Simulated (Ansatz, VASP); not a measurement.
# Sr2Ir: VASP beside Ansatz

Aim: how closely do two programs agree when they are given the same cell, functional and k mesh? The cell is taken from a series of runs on this material, whose earlier steps may have relaxed, scaled, displaced or heated it; both programs get it as it stands.

Calculated with Ansatz 0.2.0; plane waves, with VASP 6.6.1 beside it; relaxation of cell and atoms at PBEsol and zone-centre phonons at PBEsol.

### Step 1. Set-up

It takes space group Fm-3m (No. 225, cubic). Conventional cell: a = 7.128 Å, b = 7.128 Å, c = 7.128 Å, α = 90.00°, β = 90.00°, γ = 90.00°. Nearest to Sr lie 4 Ir at 3.09 Å. Nearest to Ir lie 8 Sr at 3.09 Å. Farther neighbours are not listed.

Coordinates:

```xyz
3
Lattice="0.0000 3.5638 3.5638 3.5638 0.0000 3.5638 3.5638 3.5638 0.0000" Properties=species:S:1:pos:R:3 pbc="T T T"
Sr    5.3457    5.3457    5.3457
Sr    1.7819    1.7819    1.7819
Ir    0.0000    0.0000    0.0000
```

### Step 2. VASP: relaxation of cell and atoms, PBEsol

The relaxed volume is the usual yardstick between codes: in a stiff, nearly cubic crystal its relative difference is about their pressure difference at one cell divided by the bulk modulus.

Lines of VASP's logs that name or quote its potential files are left out, and so is its time.

Input file INCAR:

```
SYSTEM = Sr2Ir
PREC = Accurate
ENCUT = 500
EDIFF = 1E-07
NELM = 120
ISMEAR = 1
SIGMA = 0.2
LREAL = .FALSE.
ALGO = Normal
GGA = PS
NBANDS = 20
LASPH = .TRUE.
LORBIT = 11
LWAVE = .FALSE.
LCHARG = .FALSE.
ISIF = 3
IBRION = 2
NSW = 80
EDIFFG = -0.005
GGA_COMPAT = .FALSE.
NELMIN = 4
KPAR = 2
```

Input file POSCAR:

```
Sr2Ir
1.0
    0.0000000000      3.5638190000      3.5638190000
    3.5638190000      0.0000000000      3.5638190000
    3.5638190000      3.5638190000      0.0000000000
Sr Ir
2 1
Direct
    0.7499999299      0.7499999299      0.7499999299
    0.2499999299      0.2499999299      0.2499999299
    0.0000000000      0.0000000000      0.0000000000
```

Input file KPOINTS:

```
Automatic mesh
0
Gamma
12 12 12
0 0 0
```

PAW data sets: Sr_sv and Ir (PBE family, release 64).

On the command line:

```bash
$ mpirun -np 2 vasp_std
```

Numbers of over 12 decimals in the logs are rounded to 6 here.

Log:

```text
[banner, memory and clock lines left out]
running    2 mpi-ranks, on    1 nodes
 distrk:  each k-point on    1 cores,    2 groups
 distr:  one band on    1 cores,    1 groups

 POSCAR found type information on POSCAR SrIr
 POSCAR found :  2 types and       3 ions
|                                                                             |
|               ----> ADVICE to this user running VASP <----                  |
|                                                                             |
|     You enforced a specific xc type in the INCAR file but a different       |
|     [... a line on the potential file left out ...]
|     I HOPE YOU KNOW WHAT YOU ARE DOING!                                     |
|                                                                             |

 LDA part: xc-table for (Slater+PW92), standard interpolation
 POSCAR, INCAR and KPOINTS ok, starting setup
 FFT: planning ... GRIDC
 FFT: planning ... GRID_SOFT
 FFT: planning ... GRID
 WAVECAR not read
 entering main loop
       N       E                     dE             d eps       ncg     rms          rms(c)
DAV:   1     0.205763967372E+03    0.20576E+03   -0.13067E+04  2888   0.125E+03
DAV:   2     0.602474173740E+01   -0.19974E+03   -0.18795E+03  2964   0.327E+02
DAV:   3    -0.126891715105E+02   -0.18714E+02   -0.18098E+02  4608   0.827E+01
DAV:   4    -0.139150097743E+02   -0.12258E+01   -0.12144E+01  4356   0.178E+01
DAV:   5    -0.139436037988E+02   -0.28594E-01   -0.28573E-01  4204   0.232E+00    0.259E+01
DAV:   6    -0.136899766865E+02    0.25363E+00   -0.61390E-01  3932   0.319E+00    0.170E+01
DAV:   7    -0.137483474843E+02   -0.58371E-01   -0.19941E+00  4524   0.922E+00    0.332E+00
DAV:   8    -0.135610994474E+02    0.18725E+00   -0.92933E-01  3880   0.481E+00    0.884E-01
DAV:   9    -0.135637603475E+02   -0.26609E-02   -0.27575E-02  4460   0.626E-01    0.573E-01
DAV:  10    -0.135640161647E+02   -0.25582E-03   -0.35155E-03  3796   0.334E-01    0.261E-01
DAV:  11    -0.135637598523E+02    0.25631E-03   -0.13149E-03  4516   0.190E-01    0.616E-02
DAV:  12    -0.135637584419E+02    0.14104E-05   -0.30941E-05  3508   0.329E-02    0.165E-02
DAV:  13    -0.135637566948E+02    0.17471E-05   -0.25654E-05  4568   0.194E-02    0.750E-03
DAV:  14    -0.135637565634E+02    0.13143E-06   -0.37350E-06  3100   0.951E-03    0.334E-03
DAV:  15    -0.135637566785E+02   -0.11512E-06   -0.21434E-07  2548   0.314E-03    0.136E-03
DAV:  16    -0.135637566363E+02    0.42199E-07   -0.21785E-08  2080   0.130E-03
   1 F= -.13563757E+02 E0= -.13561454E+02  d E =-.135638E+02
 curvature:   0.00 expect dE= 0.000E+00 dE for cont linesearch  0.000E+00
 trial: gam= 0.00000 g(F)=  0.177E-40 g(S)=  0.565E-03 ort = 0.000E+00 (trialstep = 0.100E+01)
 search vector abs. value=  0.565E-03
 bond charge predicted
       N       E                     dE             d eps       ncg     rms          rms(c)
DAV:   1    -0.135706588067E+02   -0.69021E-02   -0.14636E-01  3116   0.339E+00    0.662E-01
DAV:   2    -0.135674038830E+02    0.32549E-02   -0.66588E-02  4328   0.159E+00    0.501E-01
DAV:   3    -0.135644150014E+02    0.29889E-02   -0.15748E-02  4380   0.669E-01    0.202E-01
DAV:   4    -0.135639115077E+02    0.50349E-03   -0.20536E-03  4828   0.237E-01    0.172E-01
DAV:   5    -0.135639651355E+02   -0.53628E-04   -0.19417E-04  4716   0.678E-02    0.992E-02
DAV:   6    -0.135639904186E+02   -0.25283E-04   -0.23048E-04  4700   0.647E-02    0.130E-02
DAV:   7    -0.135639909202E+02   -0.50161E-06   -0.10838E-05  3912   0.194E-02    0.124E-02
DAV:   8    -0.135639902480E+02    0.67217E-06   -0.12980E-06  4244   0.721E-03    0.236E-03
DAV:   9    -0.135639902354E+02    0.12606E-07   -0.33657E-08  1852   0.124E-03
   2 F= -.13563990E+02 E0= -.13561643E+02  d E =-.233599E-03
 trial-energy change:   -0.000234  1 .order   -0.000235   -0.000565    0.000095
 step:   0.8544(harm=  0.8561)  dis= 0.00000  next Energy=   -13.563997 (dE=-0.241E-03)
 bond charge predicted
       N       E                     dE             d eps       ncg     rms          rms(c)
DAV:   1    -0.135641390485E+02   -0.14880E-03   -0.31104E-03  3112   0.494E-01    0.974E-02
DAV:   2    -0.135640681709E+02    0.70878E-04   -0.14294E-03  4304   0.232E-01    0.735E-02
DAV:   3    -0.135640036804E+02    0.64490E-04   -0.33442E-04  4384   0.978E-02    0.285E-02
DAV:   4    -0.135639926867E+02    0.10994E-04   -0.44228E-05  4848   0.346E-02    0.246E-02
DAV:   5    -0.135639949591E+02   -0.22724E-05   -0.40596E-06  4544   0.992E-03    0.138E-02
DAV:   6    -0.135639970809E+02   -0.21218E-05   -0.48834E-06  4640   0.928E-03    0.190E-03
DAV:   7    -0.135639971352E+02   -0.54269E-07   -0.21135E-07  2728   0.289E-03
   3 F= -.13563997E+02 E0= -.13561656E+02  d E =-.240499E-03
 curvature:  -0.43 expect dE=-0.761E-08 dE for cont linesearch -0.761E-08
 trial: gam= 0.00000 g(F)=  0.207E-40 g(S)=  0.178E-07 ort =-0.317E-05 (trialstep = 0.971E+00)
 search vector abs. value=  0.179E-07
 reached required accuracy - stopping structural energy minimisation
```

Parts of OUTCAR (step 2):

```text
ion  position               nearest neighbor table
   1  0.750  0.750  0.750-   3 3.09   3 3.09   3 3.09   3 3.09   2 3.56   2 3.56   2 3.56   2 3.56
                             2 3.56   2 3.56
   2  0.250  0.250  0.250-   3 3.09   3 3.09   3 3.09   3 3.09   1 3.56   1 3.56   1 3.56   1 3.56
                             1 3.56   1 3.56
   3  0.000  0.000  0.000-   2 3.09   1 3.09   1 3.09   1 3.09   2 3.09   2 3.09   2 3.09   1 3.09

  LATTYP: Found a face centered cubic cell.
 ALAT       =     7.1276380000

 Subroutine GETGRP returns: Found 48 space group operations
 (whereof 48 operations were pure point group operations)

The static configuration has the point symmetry O_h .

 Found     72 irreducible k-points:

   k-points           NKPTS =     72   k-points in BZ     NKDIM =     72   number of bands    NBANDS=     20

   dimension x,y,z NGX =    40 NGY =   40 NGZ =   40
   dimension x,y,z NGXF=    80 NGYF=   80 NGZF=   80

   ENCUT  =  500.0 eV  36.75 Ry    6.06 a.u.   9.19  9.19  9.19*2*pi/ulx,y,z

   NELECT =      29.0000    total number of electrons

 k-points in reciprocal lattice and weights: Automatic mesh
   0.00000000  0.00000000  0.00000000       0.001
   0.08333333  0.00000000  0.00000000       0.005
   0.16666667  0.00000000  0.00000000       0.005
   0.25000000  0.00000000  0.00000000       0.005
   0.33333333  0.00000000  0.00000000       0.005
   0.41666667  0.00000000  0.00000000       0.005
   0.50000000  0.00000000  0.00000000       0.002
   0.08333333  0.08333333  0.00000000       0.003
   0.16666667  0.08333333  0.00000000       0.014
[...]
-0.33333333  0.50000000  0.16666667       0.007
  -0.25000000  0.50000000  0.25000000       0.003

 average (electrostatic) potential at core
       1 -37.6254       2 -37.6254       3 -53.5361

 E-fermi :   2.8828

 k-point     1 :       0.0000    0.0000    0.0000
  band No.  band energies     occupation
    ...
     10       1.1798      2.00000
     11       1.1798      2.00000
     12       1.8702      2.00000
     13       1.8702      2.00000
     14       1.8702      2.00000
     15       3.5240     -0.00006
     16       3.5240     -0.00006
     17       3.5240     -0.00006
     18       6.1907     -0.00000
     19       6.1907     -0.00000
    ...

 k-point     2 :       0.0833    0.0000    0.0000
  band No.  band energies     occupation
    ...
     10       1.1994      2.00000
     11       1.1994      2.00000
     12       1.8266      2.00000
     13       1.8554      2.00000
     14       1.8554      2.00000
     15       3.4301     -0.00076
     16       3.5931     -0.00001
     17       3.5931     -0.00001
     18       6.1965     -0.00000
     19       6.1965     -0.00000
    ...

 k-point     3 :       0.1667    0.0000    0.0000
  band No.  band energies     occupation
    ...
     10       1.2539      2.00000
     11       1.2539      2.00000
     12       1.7175      2.00000
     13       1.8174      2.00000
     14       1.8174      2.00000
     15       3.2076     -0.04395
     16       3.7888     -0.00000
     17       3.7888     -0.00000
     18       6.2224     -0.00000
     19       6.2224     -0.00000
    ...

  Total       -0.0006072     -0.0006072     -0.0006072      0.0000000     -0.0000000      0.0000000
  in kB       -0.0106990     -0.0106990     -0.0106990      0.0000000     -0.0000000      0.0000000
  external PRESSURE =      -0.0106990 kB  Pullay stress =       0.0000000 kB

  energy-cutoff  :      500.00
  volume of cell :       90.93
      direct lattice vectors                 reciprocal lattice vectors
    -0.000000000  3.569118854  3.569118854    -0.140090599  0.140090599  0.140090599
     3.569118854  0.000000000  3.569118854     0.140090599 -0.140090599  0.140090599
     3.569118854  3.569118854 -0.000000000     0.140090599  0.140090599 -0.140090599

 POSITION                                       TOTAL-FORCE (eV/Angst)
 -----------------------------------------------------------------------------------
      5.35368      5.35368      5.35368        -0.000000     -0.000000     -0.000000
      1.78456      1.78456      1.78456         0.000000      0.000000      0.000000
     -0.00000      0.00000      0.00000         0.000000      0.000000      0.000000
 -----------------------------------------------------------------------------------
    total drift:                                0.000715      0.000715      0.000715

  FREE ENERGIE OF THE ION-ELECTRON SYSTEM (eV)
  ---------------------------------------------------
  free  energy   TOTEN  =       -13.5639971352 eV

  energy  without entropy=      -13.5569738301  energy(sigma->0) =      -13.56165603

 reached required accuracy - stopping structural energy minimisation

 total charge
# of ion       s       p       d       tot
------------------------------------------
    1        2.053   5.703   0.293   8.049
    2        2.053   5.703   0.293   8.049
    3        0.801   0.117   7.314   8.232
--------------------------------------------------
tot          4.906  11.524   7.901  24.331

[... 3 further parts left out ...]
```

CONTCAR:

```
Sr2Ir
   1.00000000000000
    -0.0000000000000000    3.5691188544819128    3.5691188544819128
     3.5691188544819128    0.0000000000000000    3.5691188544819128
     3.5691188544819128    3.5691188544819128   -0.0000000000000000
  Sr              Ir
     2     1
Direct
     0.7499999298999995    0.7499999298999995    0.7499999298999995
     0.2499999298999995    0.2499999298999995    0.2499999298999995
     0.0000000000000000    0.0000000000000000    0.0000000000000000
```

### Step 3. Ansatz: relaxation of cell and atoms, PBEsol

Ansatz runs on its PAW soft_1 files.

The same cell, functional, mesh and smearing now go to Ansatz, which takes its cutoff from its data sets.

Input file input.yaml:

```yaml
crystal:
  lattice:
    - [0.0, 3.5638189872, 3.5638189872]
    - [3.5638189872, 0.0, 3.5638189872]
    - [3.5638189872, 3.5638189872, 0.0]
  atoms:
    - { symbol: Sr, position: [0.75, 0.75, 0.75] }
    - { symbol: Sr, position: [0.25, 0.25, 0.25] }
    - { symbol: Ir, position: [0.0, 0.0, 0.0] }
kpoints:
  mp_grid: { grid: [12, 12, 12] }
hamiltonian:
  xc: pbesol
  pseudopotentials: { kind: paw, azcp: { folder: soft_1 }, xc_functional: pbe }
scf:
  occupations: { method: methfessel_paxton, width: 0.2 }
output:
  forces: true
  stress: true
  eigenvalues: true
relax:
  adjacent_minimum: "off"
  f_tol: 0.001
  max_steps: 60
  cell: { stress_tol: 0.01 }
```

On the command line:

```bash
$ ansatz run input.yaml --threads 4 --pin off --max-ram 10240MiB --backend cpu --events-out ev --progress --plain --runs-dir out
```

Log:

```text
Engine: ansatz 0.2.0, aarch64-unknown-linux-gnu
Pseudopotentials: kind: paw
Pseudopotential: Sr, paw, valence charge 10, recommended cutoff 420 eV (normal), soft_1/Sr.paw.azcp
Pseudopotential: Ir, paw, valence charge 17, recommended cutoff 420 eV (normal), soft_1/Ir.paw.azcp
Functional definition: PBEsol
  exchange = pbesol_x
  correlation = pbesol_c
Crystal: 3 atoms, lattice volume = 90.527 Å³
Basis set: ecut = 420 eV, 1807 PW (Γ), exchange–correlation on 72×72×72 points (8 copies of the dense FFT grid, shifted against one another)
Bands: 23, of which v1, the nominal top of the filled ones, is band 19 counted from 1 (18 counted from 0)
Symmetry: 48 space group operations
Space group: Fm-3m (ITA 225), of the structure as read, at distance tolerance 4.5e-5 Å
k-points: 72 of 1728
Non-local potential: Sr, projectors of the file, l = 0: 3, l = 1: 2, l = 2: 2
Non-local potential: Ir, projectors of the file, l = 0: 3, l = 1: 2, l = 2: 2, l = 3: 1
PAW form: soft (Blöchl's): semilocal exchange-correlation on the pseudo side does not see the compensation charge
PAW frozen core: Sr, regenerated for the run's functional, and the local potential with it (the file was generated under x = pbe(κ = 0.804, μ = 0.219515), c = pbe(β = 0.066725))
PAW frozen core: Ir, regenerated for the run's functional, and the local potential with it (the file was generated under x = pbe(κ = 0.804, μ = 0.219515), c = pbe(β = 0.066725))
PAW one-centre angular grid: Sr, 110 points (default); XC on 64 Gauss nodes
PAW one-centre angular grid: Ir, 590 points (default); XC on 64 Gauss nodes
Initial density: superposition of atomic densities (chi_scale 0.1, normalization cell, long waves kept (reshape's long-wave potential 0.00 eV rms))
Initial wavefunctions: pseudopotential atomic-orbital guess
Functional: x = pbesol(κ = 0.804, μ = 0.123457), c = pbesol(β = 0.046)
SCF iter   1: F=—  HF=-18786.432710 eV  |F-HF|=—  |Δ(HF+E_count)|=         —  Δρ=7.65e-2  dr2=9.78e0  ethr=3.10e-3  ⟨swp⟩=8.0  Hψ=9493  notcnv=0
preconditioner: auto → Kerker (q_TF=auto, 2.350 Å⁻¹)  [metal: Δε(μ)=0.010 eV  Ē_g=11.221 eV  σ=0.200 eV  W_gap=0.04  n_scr=14 (ndim 8)  ℏωp=19.5 eV  f_vac=0.000  D(μ)=3.17/eV (n_scr^D=26)]
SCF iter   2: F=—  HF=-18785.194599 eV  |F-HF|=—  |Δ(HF+E_count)|=    1.24e0  S|Δr|=    0.00e0  Δρ=2.82e-2  dr2=1.29e0  ethr=3.10e-3  ⟨swp⟩=2.9  Hψ=3163  notcnv=0
SCF iter   3: F=—  HF=-18784.986005 eV  |F-HF|=—  |Δ(HF+E_count)|=   2.09e-1  S|Δr|=    0.00e0  Δρ=6.03e-3  dr2=7.49e-2  ethr=3.10e-3  ⟨swp⟩=2.3  Hψ=2337  notcnv=0
SCF iter   4: F=—  HF=-18784.969047 eV  |F-HF|=—  |Δ(HF+E_count)|=   1.70e-2  S|Δr|=    0.00e0  Δρ=2.22e-3  dr2=1.23e-2  ethr=2.02e-4  ⟨swp⟩=2.4  Hψ=3130  notcnv=0
SCF iter   5: F=—  HF=-18784.967234 eV  |F-HF|=—  |Δ(HF+E_count)|=   1.81e-3  S|Δr|=    0.00e0  Δρ=6.53e-4  dr2=1.06e-3  ethr=3.32e-5  ⟨swp⟩=1.7  Hψ=1732  notcnv=0
SCF iter   6: F=—  HF=-18784.967135 eV  |F-HF|=—  |Δ(HF+E_count)|=   9.93e-5  S|Δr|=    0.00e0  Δρ=2.54e-4  dr2=8.15e-5  ethr=2.86e-6  ⟨swp⟩=1.8  Hψ=1916  notcnv=0
SCF iter   7: F=—  HF=-18784.967161 eV  |F-HF|=—  |Δ(HF+E_count)|=   2.66e-5  S|Δr|=    0.00e0  Δρ=6.19e-5  dr2=5.86e-6  ethr=2.20e-7  ⟨swp⟩=2.1  Hψ=2119  notcnv=0
SCF iter   8: F=—  HF=-18784.967162 eV  |F-HF|=—  |Δ(HF+E_count)|=   1.28e-6  S|Δr|=    0.00e0  Δρ=1.59e-5  dr2=6.12e-7  ethr=1.58e-8  ⟨swp⟩=2.2  Hψ=2204  notcnv=0
SCF iter   9: F=-18784.967162 eV  HF=-18784.967162 eV  |F-HF|=1.34e-8  |Δ(HF+E_count)|=   6.94e-8  S|Δr|=    0.00e0  Δρ=3.08e-6  dr2=1.98e-8  ethr=2.70e-10  ⟨swp⟩=7.9  Hψ=8653  notcnv=0
SCF 1 converged in 9 iterations: F = -18784.967162 eV  dr2 = 1.98e-8
  greatest PAW one-centre occupation: 1.000 electrons in one spin orbital (limit 2), on the Ir atom at site 2 (counted from 0), in its partial waves of l = 0
relax step   1: F+E_penalty+E_count = -18784.96716232 eV  Δ(F+E_penalty+E_count) = +0.000e0 eV  max|allowed force component| = 6.168e-18 eV/Å  Δτ_max = 0.0000 Å  P = -0.047 GPa  Ω = 90.527 Å³  (9 SCF iters, dr2 threshold 1.00e-7 eV, accepted)
[...]
relax step   2: F+E_penalty+E_count = -18784.96718474 eV  Δ(F+E_penalty+E_count) = -2.242e-5 eV  max|allowed force component| = 1.465e-16 eV/Å  Δτ_max = 0.0000 Å  P = +0.008 GPa  Ω = 90.408 Å³  energy of the carried Pulay correction = +7.734e-6 eV  (5 SCF iters, dr2 threshold 5.61e-9 eV, accepted)
[...]
relax step   3: F+E_penalty+E_count = -18784.96717436 eV  Δ(F+E_penalty+E_count) = +1.038e-5 eV  max|allowed force component| = 1.480e-16 eV/Å  Δτ_max = 0.0000 Å  P = +0.008 GPa  Ω = 90.408 Å³  stress off target by 7.84e-3 GPa  SCF on the basis re-selected at this cell (its energy is not comparable with the rows above)  (8 SCF iters)
basis re-selected at this cell: Δ(F+E_penalty+E_count) = +1.038e-5 eV, ΔP = +0.000 GPa vs the last step (what re-selecting the basis moved, of the pressure what is left beyond the Pulay correction that the steps carried, after the strain that the cell walked since its last selection, with what the two solves' SCF thresholds leave and, on support functions, any second-order correction that the steps lacked; it is no m [...]
SCF converged after 8 iterations
Stability not checked: this state was not tested for a lower state beside it, because cold or Methfessel-Paxton smearing, or corrected tetrahedra, fill the levels in a way that the test cannot read (fill_not_monotonic; see scf.lower_state_search)
Free energy (F): -18784.967174 eV
Harris-Foulkes:  -18784.967174 eV  (|F-HF|=0.00e0)
Internal energy: -18784.960221 eV  (E = F + TS)
E sigma→0 (E₀):  -18784.965436 eV
Entropy (-TS):   -0.006953 eV (-2.318 meV/atom)
Fermi energy:    9.599002 eV
--- Per-component energies (eV) ---
  E_band       = -471.539096
  E_kinetic    = 1012.501744
  E_local      = -3664.745835  (includes V_loc(G=0)·N_el)
  E_nonlocal   = 663.958120
  E_hartree    = 1227.248296
  E_xc         = -576.216766
  E_vxc        = -566.768099  (∫ρ·V_xc dr)
  E_paw        = -14411.219778  (= ΣΔE_a)
  E_vpaw       = -370.981953  (= ΣTr[D̂ρ^β])
  E_aug_tail   = 0.000347  (compensation charges beyond the density's cutoff)
  E_ewald      = -3037.020394
  E_core_change = 0.534044  (= ΣΔE_core)
  E_smearing   = -0.006953  (= −TS)
  E_closure    = -0.000000  (closes the sum)
  Σ components = -18784.967174   (vs F -18784.967174, Δ=0.00e0)
--- Forces (eV/Å), atoms counted from 1 ---
  atom   1  Sr    -0.00000000    -0.00000000    -0.00000000
  atom   2  Sr     0.00000000     0.00000000     0.00000000
  atom   3  Ir    -0.00000000     0.00000000     0.00000000
  max |Σ_I F_I| component: 9.25e-18 eV/Å
--- Stress (GPa, compression-positive) ---
        0.007844       0.000000       0.000000
        0.000000       0.007844       0.000000
        0.000000       0.000000       0.007844
  P = ⅓ Tr σ = 0.0078 GPa (0.078 kbar)
--- Band table (eV; the first three rows and the last of 72) ---
  k-point 0: bands = [... 15 lower, 8.5748, 8.5748, 8.5748, 10.2401, 10.2401, 10.2401, 12.9227, 12.9227]
  k-point 1: bands = [... 15 lower, 8.5302, 8.5597, 8.5597, 10.1457, 10.3094, 10.3094, 12.9280, 12.9280]
  k-point 2: bands = [... 15 lower, 8.4186, 8.5208, 8.5208, 9.9228, 10.5057, 10.5057, 12.9529, 12.9529]
  k-point 71: bands = [... 15 lower, 7.9068, 8.3736, 8.4714, 10.4002, 10.4002, 11.3703, 12.6889, 12.8383]
--- Relaxed structure (2 steps of the walk, 2 accepted, 1 SCFs on fresh bases) ---
  F+E_penalty+E_count = -18784.96717436 eV   max|allowed force component| = 1.480e-16 eV/Å   (the final SCF, on the basis selected at the relaxed cell)
  cell:  # Å, volume = 90.4084 Å³
    - [0, 3.562265, 3.562265]
    - [3.562265, 0, 3.562265]
    - [3.562265, 3.562265, 0]
  atoms:
    - { symbol: Sr, position: [0.75, 0.75, 0.75] }
    - { symbol: Sr, position: [0.250000, 0.250000, 0.250000] }
    - { symbol: Ir, position: [0, 0, 0] }
```

### Step 4. Comparison

Known differences besides the potentials themselves: the data sets hold 37 valence electrons in Ansatz (on its PAW soft_1 files) and 29 in VASP; the cutoff is 420 eV in Ansatz and 500 eV in VASP; Ansatz makes its cores anew for this functional, VASP keeps those of its PBE data sets; Ansatz adds a Pulay correction to the stress that steers its cell, VASP none. Total energies have different zeros and are not compared.

The two programs side by side:

| quantity | Ansatz | VASP | difference |
| --- | --- | --- | --- |
| volume (Å³) | 90.41 | 90.93 | -0.57 % |
| edge a after relaxation, in the typed setting (Å) | 5.038 | 5.048 | -0.19 % |

(Part 1 of 2 ends here.)

[Lines on the potential files, build, host, timing and source positions are cut from VASP's logs without a mark.]

[Logs are printed without paths, hosts, clocks, repeated set-up lines and the standing remarks that a program may print on its own settings, such as how far it seeks lower states.]

[Hosts, paths, dates, database ids (printed as entryN), source tags and the programs' standing remarks are cut or masked in the printed files.]
